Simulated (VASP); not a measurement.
Output of a VASP run:

File OSZICAR:
```
       N       E                     dE             d eps       ncg     rms          rms(c)
DAV:   1     0.793706842078E+03    0.79371E+03   -0.40428E+04  2024   0.550E+02
DAV:   2     0.214387488956E+02   -0.77227E+03   -0.75246E+03  2103   0.181E+02
DAV:   3    -0.471552860402E+02   -0.68594E+02   -0.68264E+02  1888   0.560E+01
DAV:   4    -0.485709134960E+02   -0.14156E+01   -0.14135E+01  1880   0.884E+00
DAV:   5    -0.485989503898E+02   -0.28037E-01   -0.28032E-01  1904   0.118E+00    0.157E+01
DAV:   6    -0.460601148846E+02    0.25388E+01   -0.44857E+00  1775   0.711E+00    0.102E+01
DAV:   7    -0.460105571178E+02    0.49558E-01   -0.38209E+00  1848   0.565E+00    0.257E+00
DAV:   8    -0.459482036921E+02    0.62353E-01   -0.40054E-01  1816   0.174E+00    0.192E+00
DAV:   9    -0.459446174294E+02    0.35863E-02   -0.38887E-02  1824   0.449E-01    0.826E-01
DAV:  10    -0.459410117212E+02    0.36057E-02   -0.18965E-02  1888   0.409E-01    0.280E-01
DAV:  11    -0.459416242755E+02   -0.61255E-03   -0.18041E-03  1840   0.105E-01    0.162E-01
DAV:  12    -0.459417171267E+02   -0.92851E-04   -0.18733E-04  2032   0.374E-02    0.733E-02
DAV:  13    -0.459418454769E+02   -0.12835E-03   -0.26151E-04  2000   0.390E-02    0.589E-02
DAV:  14    -0.459418462985E+02   -0.82153E-06   -0.30437E-05  1624   0.140E-02    0.404E-02
DAV:  15    -0.459418460230E+02    0.27545E-06   -0.14689E-05  1576   0.673E-03    0.178E-02
DAV:  16    -0.459418466836E+02   -0.66060E-06   -0.30275E-06  1440   0.431E-03
   1 F= -.45941847E+02 E0= -.45941847E+02  d E =-.147703E-44
```

**OUTCAR**
```
------------------------ aborting loop because EDIFF is reached ----------------------------------------
  FORCE on cell =-STRESS in cart. coord.  units (eV):
  Direction    XX          YY          ZZ          XY          YZ          ZX
  --------------------------------------------------------------------------------------
  Total     -174.1160387   -169.3552994   -174.6415142      0.0000000      0.0000000      0.0000000
  in kB     -306.3669553   -297.9901668   -307.2915588      0.0000000      0.0000000      0.0000000
  external PRESSURE =    -303.8828936 kB  Pullay stress =       0.0000000 kB
  volume of cell :      910.56
      direct lattice vectors                 reciprocal lattice vectors
    10.597670000  0.000000000  0.000000000     0.094360364  0.000000000  0.000000000
     0.000000000  4.782770000  0.000000000     0.000000000  0.209083857  0.000000000
     0.000000000  0.000000000 17.964600000     0.000000000  0.000000000  0.055665030
 POSITION                                       TOTAL-FORCE (eV/Angst)
 -----------------------------------------------------------------------------------
      6.19063      1.19569      3.05219        -0.015772      0.000000      0.016128
      4.40704      3.58708     14.91241         0.015772     -0.000000     -0.016128
      9.70588      3.58708     12.03449         0.015772     -0.000000      0.016128
      0.89179      1.19569      5.93011        -0.015772      0.000000     -0.016128
      8.91646      1.19569     16.85259        -0.045185      0.000000     -0.040312
      1.68121      3.58708      1.11201         0.045185      0.000000      0.040312
      6.98005      3.58708      7.87029         0.045185     -0.000000     -0.040312
      3.61762      1.19569     10.09431        -0.045185      0.000000      0.040312
      5.58338      3.58708     11.05901        -0.186706      0.000000     -0.223180
      5.01429      1.19569      6.90559         0.186706      0.000000      0.223180
     10.31312      1.19569      2.07671         0.186706     -0.000000     -0.223180
      0.28455      3.58708     15.88789        -0.186706      0.000000      0.223180
      8.41466      3.58708      5.23417        -0.058743      0.000000      0.112189
      2.18301      1.19569     12.73043         0.058743      0.000000     -0.112189
      7.48185      1.19569     14.21647         0.058743     -0.000000      0.112189
      3.11582      3.58708      3.74813        -0.058743      0.000000     -0.112189
      7.05921      3.58708     17.93999         0.203614      0.000000     -0.126197
      3.53846      1.19569      0.02461        -0.203614     -0.000000      0.126197
      8.83729      1.19569      8.95769        -0.203614     -0.000000     -0.126197
      1.76038      3.58708      9.00691         0.203614      0.000000      0.126197
 -----------------------------------------------------------------------------------
    total drift:                               -0.000000      0.000000      0.000000
  FREE ENERGIE OF THE ION-ELECTRON SYSTEM (eV)
  ---------------------------------------------------
  free  energy   TOTEN  =       -45.9418466836 eV

  energy  without entropy=      -45.9418466836  energy(sigma->0) =      -45.94184668
```
(Selected blocks of OUTCAR.)

### POSCAR
```
CsSnI3
1
   10.5976700000     0.0000000000     0.0000000000
    0.0000000000     4.7827700000     0.0000000000
    0.0000000000     0.0000000000    17.9646000000
Cs Sn I
4 4 12
Direct
  0.5841500000   0.2500000000   0.1699000000
  0.4158500000   0.7500000000   0.8301000000
  0.9158500000   0.7500000000   0.6699000000
  0.0841500000   0.2500000000   0.3301000000
  0.8413600000   0.2500000000   0.9381000000
  0.1586400000   0.7500000000   0.0619000000
  0.6586400000   0.7500000000   0.4381000000
  0.3413600000   0.2500000000   0.5619000000
  0.5268500000   0.7500000000   0.6156000000
  0.4731500000   0.2500000000   0.3844000000
  0.9731500000   0.2500000000   0.1156000000
  0.0268500000   0.7500000000   0.8844000000
  0.7940100000   0.7500000000   0.2913600000
  0.2059900000   0.2500000000   0.7086400000
  0.7059900000   0.2500000000   0.7913600000
  0.2940100000   0.7500000000   0.2086400000
  0.6661100000   0.7500000000   0.9986300000
  0.3338900000   0.2500000000   0.0013700000
  0.8338900000   0.2500000000   0.4986300000
  0.1661100000   0.7500000000   0.5013700000
```

Reconstruct the remaining input files.

Several could match; the one computed here: the input of the run itself, PBEsol GGA, plane waves, VASP's PBE PAW potentials (set 64).

**KPOINTS**
```
kpoints
0
G
 2 2 2
0 0 0
```

**INCAR**
```
SYSTEM=CsSnI3
PREC=Accurate; ENCUT=150; LREAL=Auto
LASPH=T
EDIFF=1E-6; NELM=100; ALGO=Normal
LMAXMIX=4
ISMEAR=0; SIGMA=0.01
GGA=PS
ISIF=2
LWAVE=F; LCHARG=F
```

POTCAR, in this order: Cs_sv Sn_d I (PBE.64 set). Program: vasp_std.

At this cut-off the stress carries a Pulay error, which pulls relaxed volumes low.

The structure comes from a computed database's CsSnI3 entry; how it stands against other phases isn't given here. The cell was not relaxed at this level. The k-mesh is coarse (spacing up to 0.66 per Å, 2π included), so the numbers may not be converged in it. The run is one of a series of settings (ENCUT = 150, KPOINTS 2×2×2 Γ-centred mesh against the base run), some of them coarse on purpose.
